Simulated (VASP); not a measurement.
Wanted: the native input for a VASP 6.6.1 run.

| Item | Value |
| --- | --- |
| Task | relaxation of cell and atoms |
| Functional | PBE |
| Potentials or basis | VASP PAW PBE potentials, release 64 (Al, Si, F) |
| Cutoff | 520 eV |
| k mesh | 4 × 4 × 2 |
| Occupations | gaussian, width 0.15 eV |
| Spin | no spin polarisation |
| Further INCAR settings | PREC = Normal; ALGO = Fast; EDIFF = 0.0001; IBRION = 2; EDIFFG = -0.08; NSW = 24; ISIF = 3 |

The structure of Al3Si2F lies in POSCAR:

```
Al3Si2F
1.0
    3.4619182700      0.0000000000      0.0000000000
    0.0000000000      4.0559342000      0.0000000000
    0.0000000000      0.0000000000      7.0492964300
Al Si F
3 2 1
Direct
    0.5000000000      0.0000000000      0.8328490300
    0.5000000000      0.0000000000      0.1679250000
    0.5000000000      0.5000000000      0.6643630300
    0.0000000000      0.5000000000      0.0021030000
    0.0000000000      0.0000000000      0.4979700100
    0.5000000000      0.5000000000      0.3347899900
```

The cell was built by a generator and needn't be a form met in nature.

The input as run:

INCAR

```
PREC = Normal
ENCUT = 520
EDIFF = 1E-4
ISMEAR = 0
SIGMA = 0.15
LREAL = F
LASPH = T
NELM = 60
ALGO = Fast
ISIF = 3
LWAVE = F
LCHARG = F
GGA = PE
IBRION = 2
NSW = 24
EDIFFG = -0.08
KPAR = 2
```

KPOINTS

```
Automatic mesh
0
Gamma
  4 4 2
```

Potentials or basis: VASP PAW PBE potentials, release 64 (Al, Si, F).

Run with:

```sh
$ cat potpaw_PBE.64/Al/POTCAR potpaw_PBE.64/Si/POTCAR potpaw_PBE.64/F/POTCAR > POTCAR
$ mpirun -np 2 vasp_std > vasp.out
```

Results of the run:

```yaml
Relaxed_volume: 15.59 Å³/atom
Relaxed_cell: a = 3.104 Å, b = 4.147 Å, c = 7.268 Å, α = 90.00°, β = 90.00°, γ = 90.00°
Space_group_after_relaxing_to_0.05_Å: Pmm2 (No. 25)
Energy_gained_by_relaxing: 412.2 meV/atom
Ionic_steps: 18
Pressure_after_relaxing: 0.4 GPa
Largest_force_after_relaxing: 0.062 eV/Å
Band_gap_on_the_k_mesh: none (metal or under the smearing width)
```

Caveat: the k mesh is coarse (spacing up to 0.45 Å⁻¹), so the values aren't converged; the relaxation stopped at a loose force limit of 0.08 eV/Å, so its end isn't a converged minimum.

Wall time 90 s on 2 MPI ranks on Intel(R) Xeon(R) Platinum 8175M CPU @ 2.50GHz (Skylake/Cascade Lake), with other jobs on the host, peak memory 0.17 GiB a rank.
